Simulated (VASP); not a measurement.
OSZICAR of a VASP run on MgI2 (1T layered):

**OSZICAR**
```
       N       E                     dE             d eps       ncg     rms          rms(c)
DAV:   1     0.752808222214E+01    0.75281E+01   -0.60387E+03   672   0.107E+03
DAV:   2    -0.776010944284E+02   -0.85129E+02   -0.78884E+02   952   0.154E+02
DAV:   3    -0.843499140225E+02   -0.67488E+01   -0.67227E+01   860   0.520E+01
DAV:   4    -0.844675500731E+02   -0.11764E+00   -0.11760E+00   820   0.844E+00
DAV:   5    -0.844699449096E+02   -0.23948E-02   -0.23948E-02   864   0.128E+00    0.308E+00
DAV:   6    -0.833896682394E+02    0.10803E+01   -0.44062E-01   692   0.516E+00    0.300E+00
DAV:   7    -0.817084275267E+02    0.16812E+01   -0.34352E-01   696   0.455E+00    0.140E+00
DAV:   8    -0.817872666447E+02   -0.78839E-01   -0.13946E-01   752   0.301E+00    0.408E-01
DAV:   9    -0.816990794548E+02    0.88187E-01   -0.20435E-01   680   0.615E+00    0.279E-01
DAV:  10    -0.818267303062E+02   -0.12765E+00   -0.15418E-01   688   0.500E+00    0.327E-01
DAV:  11    -0.818436816990E+02   -0.16951E-01   -0.12013E-02   740   0.145E+00    0.638E-02
DAV:  12    -0.818837993564E+02   -0.40118E-01   -0.59340E-02   680   0.328E+00    0.144E-01
DAV:  13    -0.818851601502E+02   -0.13608E-02   -0.50164E-04   816   0.188E-01    0.129E-01
DAV:  14    -0.818929331556E+02   -0.77730E-02   -0.10959E-03   680   0.516E-01    0.107E-01
DAV:  15    -0.818964137634E+02   -0.34806E-02   -0.12459E-03   748   0.506E-01    0.671E-02
DAV:  16    -0.818969087899E+02   -0.49503E-03   -0.10728E-03   728   0.446E-01    0.719E-02
DAV:  17    -0.818963974419E+02    0.51135E-03   -0.39732E-04   684   0.310E-01    0.757E-02
DAV:  18    -0.818970054313E+02   -0.60799E-03   -0.44941E-04   680   0.345E-01    0.677E-02
DAV:  19    -0.818970115610E+02   -0.61297E-05   -0.81776E-06   844   0.366E-02    0.667E-02
DAV:  20    -0.818969896275E+02    0.21934E-04   -0.15437E-05   684   0.626E-02    0.632E-02
DAV:  21    -0.818969977091E+02   -0.80816E-05   -0.71178E-06   688   0.420E-02    0.591E-02
DAV:  22    -0.818970011331E+02   -0.34240E-05   -0.44450E-07   760   0.101E-02    0.546E-02
DAV:  23    -0.818970054254E+02   -0.42924E-05   -0.42905E-07   708   0.100E-02    0.470E-02
DAV:  24    -0.818970100827E+02   -0.46573E-05   -0.74766E-07   700   0.145E-02    0.404E-02
DAV:  25    -0.818970173702E+02   -0.72875E-05   -0.55327E-07   700   0.808E-03    0.312E-02
DAV:  26    -0.818970233364E+02   -0.59662E-05   -0.68994E-07   700   0.972E-03    0.207E-02
DAV:  27    -0.818970314734E+02   -0.81370E-05   -0.57606E-07   696   0.897E-03    0.105E-02
DAV:  28    -0.818970340267E+02   -0.25533E-05   -0.12099E-07   508   0.440E-03    0.654E-03
DAV:  29    -0.818970375800E+02   -0.35533E-05   -0.20913E-07   540   0.576E-03    0.231E-03
DAV:  30    -0.818970392374E+02   -0.16574E-05   -0.79926E-08   480   0.342E-03    0.697E-04
DAV:  31    -0.818970395985E+02   -0.36110E-06   -0.13398E-08   372   0.123E-03    0.431E-04
DAV:  32    -0.818970394328E+02    0.16571E-06   -0.32419E-09   372   0.537E-04    0.361E-04
DAV:  33    -0.818970394215E+02    0.11242E-07   -0.10539E-09   372   0.350E-04
   1 F= -.81897039E+02 E0= -.81897039E+02  d E =0.000000E+00
       N       E                     dE             ncg
       N       E                     dE             ncg
```

Which electronic solver shows in the log?

It is blocked Davidson (ALGO = Normal, or the opening steps of other solvers). The INCAR had ALGO = Normal.

Can the final energy be trusted as converged?

The run converged. It stopped with EDIFF = 1E-7, NELM = 100 (SCAN meta-GGA, plane waves, VASP's PBE PAW potentials (set 64)).

The compound is MgI2 in the 1T layered structure. It was relaxed first.
